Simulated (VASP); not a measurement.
Wanted: the native input for a VASP 6.6.1 run.

```yaml
Task: relaxation of cell and atoms
Functional: PBE
Potentials_or_basis: VASP PAW PBE potentials, release 64 (Be, Cd, Se)
Cutoff: 520 eV
k_mesh: 6 × 6 × 4
Occupations: gaussian, width 0.03 eV
Spin: no spin polarisation
Further_INCAR_settings: ALGO = Normal; EDIFF = 1e-06; IBRION = 2; EDIFFG = -0.01; NSW = 90; ISIF = 3
```

The structure of Be3CdSe4 lies in POSCAR:

```
Be3CdSe4
1.0
    3.7920000000      0.0000000000      0.0000000000
    0.0000000000      3.7920000000      0.0000000000
    0.0000000000      0.0000000000     11.1460000000
Be Cd Se
3 1 4
Direct
    0.5000000000      0.5000000000      0.2740893600
    0.5000000000      0.5000000000      0.7259106400
    0.0000000000      0.0000000000      0.5000000000
    0.0000000000      0.0000000000      0.0000000000
    0.5000000000      0.0000000000      0.3872241200
    0.0000000000      0.5000000000      0.6127758800
    0.5000000000      0.0000000000      0.8357258200
    0.0000000000      0.5000000000      0.1642741800
```

The cell was built by a generator and needn't be a form met in nature.

The input as run:

INCAR

```
SYSTEM = Be3CdSe4
PREC = Accurate
ENCUT = 520
EDIFF = 1E-6
ISMEAR = 0
SIGMA = 0.03
LREAL = .FALSE.
LASPH = .TRUE.
NELM = 120
ALGO = Normal
ISIF = 3
LWAVE = .FALSE.
LCHARG = .FALSE.
GGA = PE
IBRION = 2
NSW = 90
EDIFFG = -0.01
KPAR = 4
```

KPOINTS

```
Automatic mesh
0
G
  6 6 4
  0 0 0
```

Potentials or basis: VASP PAW PBE potentials, release 64 (Be, Cd, Se).

Launch:

```console
$ cat potpaw_PBE.64/Be/POTCAR potpaw_PBE.64/Cd/POTCAR potpaw_PBE.64/Se/POTCAR > POTCAR
$ mpirun -np 4 vasp_std > vasp.out
```

It gave:

* Relaxed volume: 20.07 Å³/atom
* Relaxed cell: a = 3.790 Å, b = 3.790 Å, c = 11.176 Å, α = 90.00°, β = 90.00°, γ = 90.00°
* Space group after relaxing (to 0.05 Å): P-4m2 (No. 115)
* Energy gained by relaxing: 0.1 meV/atom
* Ionic steps: 4
* Pressure after relaxing: 0.0 GPa
* Largest force after relaxing: 0.008 eV/Å
* Band gap on the k mesh: 2.15 eV, direct

It took 59 s on 4 MPI ranks on Intel(R) Xeon(R) Platinum 8559C (Emerald Rapids) (shared host), peak memory 0.32 GiB a rank.
